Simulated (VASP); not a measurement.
The input files of a VASP run:

INCAR:
```
SYSTEM = KZnF3
PREC = Accurate
ENCUT = 620
EDIFF = 1E-6
NELM = 100
ALGO = Normal
LREAL = .FALSE.
LASPH = .TRUE.
ISMEAR = 0
SIGMA = 0.05
GGA = PE
LMAXMIX = 4
LWAVE = .FALSE.
LCHARG = .FALSE.
IBRION = 2
ISIF = 3
NSW = 40
EDIFFG = -0.02
PSTRESS = 450
```

KPOINTS:
```
Automatic mesh
0
Gamma
6 6 6
0 0 0
```

POSCAR:
```
KZnF3
1.0
  3.8131064126   0.0000000000   0.0000000000
  0.0000000000   3.8131064126   0.0000000000
  0.0000000000   0.0000000000   3.8131064126
K Zn F
1 1 3
Cart
  0.0000000000   0.0000000000   0.0000000000
  1.9065532063   1.9065532063   1.9065532063
  1.9065532063   0.0000000000   1.9065532063
  0.0000000000   1.9065532063   1.9065532063
  1.9065532063   1.9065532063   0.0000000000
```

POTCAR, in this order: K_sv Zn F (PBE.64 set). Program: vasp_std.

Q: Write an equivalent input for Quantum ESPRESSO's pw.x.

A: One equivalent input (not run):
```
&CONTROL
  calculation = 'vc-relax'
  pseudo_dir = './pseudo'
  outdir = './out'
  tprnfor = .true.
  tstress = .true.
  nstep = 40
  forc_conv_thr = 0.00078
/
&SYSTEM
  ibrav = 0
  nat = 5
  ntyp = 3
  ecutwfc = 84
  occupations = 'smearing'
  smearing = 'gaussian'
  degauss = 0.003675
  input_dft = 'pbe'
/
&ELECTRONS
  conv_thr = 7.3e-08
  electron_maxstep = 100
/
&IONS
/
&CELL
  press = 450
/
ATOMIC_SPECIES
  K 39.098 K.upf
  Zn 65.380 Zn.upf
  F 18.998 F.upf
CELL_PARAMETERS angstrom
     3.8131064   -0.0000000    0.0000000
     0.0000000    3.8131064   -0.0000000
    -0.0000000   -0.0000000    3.8131064
ATOMIC_POSITIONS crystal
  K    0.0000000  0.0000000  0.0000000
  Zn   0.5000000  0.5000000  0.5000000
  F    0.5000000  0.0000000  0.5000000
  F    0.0000000  0.5000000  0.5000000
  F    0.5000000  0.5000000  0.0000000
K_POINTS automatic
  6 6 6 0 0 0
```
The two are equivalent in intent, not identical: the potentials are each code's own (VASP's PAW set, PseudoDojo norm-conserving files in pw.x), so ENCUT and ecutwfc are chosen apart and not converted; conv_thr bounds pw.x's estimated SCF error, while EDIFF bounds the energy change between steps; forc_conv_thr acts on force components and is met together with etot_conv_thr.

The compound is KZnF3 in the cubic perovskite structure. This run relaxes it under an external pressure of 45 GPa. Symmetry was kept, so distortions that lower it aren't found.
